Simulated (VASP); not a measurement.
A VASP calculation is set up with these files.

File POSCAR:
```
HoBi
1
    5.0800950000     0.0000000000     0.0000000000
   -2.5400470000     4.3994910000     0.0000000000
    0.0000000000     0.0000000000    13.5142420000
Ho Bi
2 2
Direct
  0.3333330000   0.6666670000   0.2500000000
  0.6666670000   0.3333330000   0.7500000000
  0.3333330000   0.6666670000   0.7500000000
  0.6666670000   0.3333330000   0.2500000000
```

INCAR:
```
SYSTEM = HoBi
PREC = Accurate
ENCUT = 400
EDIFF = 1E-6
NELM = 60
ALGO = Normal
LREAL = .FALSE.
LASPH = .TRUE.
ISMEAR = 1
SIGMA = 0.1
GGA = PE
LMAXMIX = 6
LWAVE = .FALSE.
LCHARG = .FALSE.
ISIF = 2
IMIX = 1
AMIX = 1.9
BMIX = 0.0001
```

**KPOINTS**
```
Automatic mesh
0
Gamma
5 5 2
0 0 0
```

POTCAR, in this order: Ho_3 Bi_d (PBE.64 set). Program: vasp_std.

What VASP printed:

File standard output:
```
 POSCAR found type information on POSCAR HoBi
 POSCAR found :  2 types and       4 ions
 Reading from existing POTCAR
 Reading from existing POTCAR
 LDA part: xc-table for (Slater+PW92), standard interpolation
 POSCAR, INCAR and KPOINTS ok, starting setup
 WAVECAR not read
 entering main loop
       N       E                     dE             d eps       ncg     rms          rms(c)
DAV:   1     0.419419925978E+03    0.41942E+03   -0.19931E+04   704   0.124E+03
DAV:   2     0.222567429516E+02   -0.39716E+03   -0.39119E+03   864   0.568E+02
DAV:   3    -0.154955787311E+02   -0.37752E+02   -0.37087E+02   896   0.161E+02
DAV:   4    -0.172728636510E+02   -0.17773E+01   -0.17712E+01   872   0.392E+01
DAV:   5    -0.173341805241E+02   -0.61317E-01   -0.61220E-01   960   0.759E+00    0.259E+01
DAV:   6    -0.316075893678E+02   -0.14273E+02   -0.13200E+02   816   0.799E+01    0.411E+01
DAV:   7    -0.284335950236E+03   -0.25273E+03   -0.21621E+03   792   0.333E+02    0.521E+01
DAV:   8    -0.237754496138E+04   -0.20932E+04   -0.20930E+04   912   0.652E+02    0.434E+03
DAV:   9    -0.198095749688E+05   -0.17432E+05   -0.18097E+05  1120   0.360E+03    0.821E+03
DAV:  10    -0.398310757926E+05   -0.20022E+05   -0.22671E+05   960   0.227E+03    0.138E+04
DAV:  11    -0.730885222861E+05   -0.33257E+05   -0.39838E+05  1120   0.717E+03    0.188E+04
DAV:  12    -0.104692400747E+06   -0.31604E+05   -0.43299E+05   944   0.407E+03    0.239E+04
DAV:  13    -0.145329910668E+06   -0.40638E+05   -0.59298E+05  1112   0.908E+03    0.286E+04
DAV:  14    -0.180600264537E+06   -0.35270E+05   -0.60139E+05   968   0.551E+03    0.331E+04
DAV:  15    -0.222778888380E+06   -0.42179E+05   -0.75306E+05  1088   0.107E+04    0.372E+04
DAV:  16    -0.257722698706E+06   -0.34944E+05   -0.74329E+05   984   0.658E+03    0.411E+04
DAV:  17    -0.298922568958E+06   -0.41200E+05   -0.89038E+05  1088   0.115E+04    0.446E+04

 -----------------------------------------------------------------------------
|                                                                             |
|     EEEEEEE  RRRRRR   RRRRRR   OOOOOOO  RRRRRR      ###     ###     ###     |
|     E        R     R  R     R  O     O  R     R     ###     ###     ###     |
|     E        R     R  R     R  O     O  R     R     ###     ###     ###     |
|     EEEEE    RRRRRR   RRRRRR   O     O  RRRRRR       #       #       #      |
|     E        R   R    R   R    O     O  R   R                               |
|     E        R    R   R    R   O     O  R    R      ###     ###     ###     |
|     EEEEEEE  R     R  R     R  OOOOOOO  R     R     ###     ###     ###     |
|                                                                             |
|     ERROR FEXCP: supplied Exchange-correletion table                        |
|      is too small, maximal index : 3873                                     |
|                                                                             |
|       ---->  I REFUSE TO CONTINUE WITH THIS SICK JOB ... BYE!!! <----       |
|                                                                             |
 -----------------------------------------------------------------------------
```

### Question
Read input and log: which fault does this run have?
A) simple mixing (IMIX = 1) with AMIX above 1 overshoots
B) a line-mode KPOINTS file was used for a self-consistent run
C) the mesh has unequal divisions along equivalent axes and breaks the lattice's symmetry
D) IBRION is misspelt, so VASP ignores the line and takes its default

### Answer
A, simple mixing (IMIX = 1) with AMIX above 1 overshoots. VASP stops with an error: ERROR FEXCP: supplied Exchange-correletion table is too small, maximal index : 3873 ----> I REFUSE TO CONTINUE WITH THIS SICK JOB ... BYE!!! <----

To mend it, remove IMIX, remove AMIX, remove BMIX.

The mended run (PBE GGA, plane waves, VASP's PBE PAW potentials (set 64)) converges, and its OSZICAR ends with
```
   1 F= -.15766824E+02 E0= -.15768754E+02  d E =0.579119E-02
```

The structure was generated: HoBi was put into the h-BN type (P6_3/mmc), which need not be its known phase. The cell was not relaxed at this level. The 4f electrons are frozen in the core of the lanthanide potential, so 4f levels, which can set the real gap, and their magnetism are missing.
